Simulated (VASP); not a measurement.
# NaB3: band structure with vdW-DF2

The system is NaB3.

```
CELL_PARAMETERS angstrom
3.48247 0.00000 0.00000
0.00000 3.48247 0.00000
0.00000 0.00000 3.39720
ATOMIC_POSITIONS crystal
Na 0.00000 0.00000 0.00000
B 0.00000 0.50000 0.50000
B 0.50000 0.00000 0.50000
B 0.50000 0.50000 0.00000
```

The cell was built by a generator and needn't be a form met in nature.

```json
{
 "Program": "VASP 6.6.1",
 "Task": "band structure",
 "Functional": "vdW-DF2",
 "Potentials or basis": "VASP PAW PBE potentials, release 64 (Na, B)",
 "Cutoff": "500 eV",
 "k mesh": "6 × 6 × 6",
 "Occupations": "fermi-dirac, width 0.05 eV",
 "Spin": "non-collinear spin, ferromagnetic start",
 "Starting moments": "[[0.354, 0.354, 0.0], [0.0, 0.0, 0.0], [0.0, 0.0, 0.0], [0.0, 0.0, 0.0]] μB",
 "Further INCAR settings": "ALGO = Fast; EDIFF = 1e-06"
}
```

- Pressure: -4.2 GPa
- Band gap along the path: none (metal or under the smearing width)
- Net moment: 0.00 μB per cell
- Valence electrons inside the program's atomic spheres: Na 0.25; B 1.51

Stress tensor (GPa, compression positive):
```
-5.09  0.00  0.00
 0.00 -5.09  0.00
 0.00  0.00 -2.34
```

Levels at the corners of the path, in eV from the Fermi level:
```tsv
point	band 8	band 9	band 10	band 11	band 12	band 13
Γ	-2.04	-1.42	-1.41	-0.97	-0.97	4.11
X	-0.69	0.22	0.22	1.43	1.43	1.49
X	-0.69	0.22	0.22	1.43	1.43	1.49
M	-3.93	1.76	1.76	1.76	1.76	2.01
M	-3.93	1.76	1.76	1.76	1.76	2.01
Γ	-2.04	-1.42	-1.41	-0.97	-0.97	4.11
Γ	-2.04	-1.42	-1.41	-0.97	-0.97	4.11
Z	-0.87	0.03	0.03	1.27	1.27	1.49
Z	-0.87	0.03	0.03	1.27	1.27	1.49
R	-3.96	1.57	1.57	1.61	1.61	1.82
R	-3.96	1.57	1.57	1.61	1.61	1.82
A	-4.63	-3.23	-3.23	-3.23	-3.23	-3.11
A	-4.63	-3.23	-3.23	-3.23	-3.23	-3.11
Z	-0.87	0.03	0.03	1.27	1.27	1.49
X	-0.69	0.22	0.22	1.43	1.43	1.49
R	-3.96	1.57	1.57	1.61	1.61	1.82
M	-3.93	1.76	1.76	1.76	1.76	2.01
A	-4.63	-3.23	-3.23	-3.23	-3.23	-3.11
```

Moments on the atoms (μB; x, y, z):
```
Na  0.00 0.00 0.00
B   0.00 0.00 0.00
B   0.00 0.00 0.00
B   0.00 0.00 0.00
```

Wall time 4.7 min on 1 thread of AMD EPYC 7R43 64-Core Processor (Zen 3), with other jobs on the host, peak memory 0.42 GiB.

Caveat: the PAW data sets were made with another functional, which shifts forces and pressure a little.
